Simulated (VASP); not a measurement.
Given:

```xyz
2
Lattice="0.0000 2.8363 2.8363 2.8363 0.0000 2.8363 2.8363 2.8363 0.0000" Properties=species:S:1:pos:R:3 pbc="T T T"
Ge     0.0000     0.0000     0.0000
Ge     1.4181     1.4181     1.4181
```

Method: r2SCAN meta-GGA, VASP's PBE PAW potentials (set 64) (plane waves; VASP 6.6.1). Settings: 520 eV cut-off, 9×9×9 Γ-centred mesh, tetrahedra with Blöchl corrections, potentials Ge_d.

Estimate the energy per atom (σ→0), band gap (over mesh and band path) with the smallest direct gap where there is one.

| Property | Value |
|---|---|
| band gap (over mesh and band path) | 0.33 eV |
| smallest direct gap (over mesh and band path) | 0.33 eV |
| energy per atom (σ→0) | -1338.3 kJ/mol of atoms |

The compound is Ge in the diamond structure. It was relaxed first.
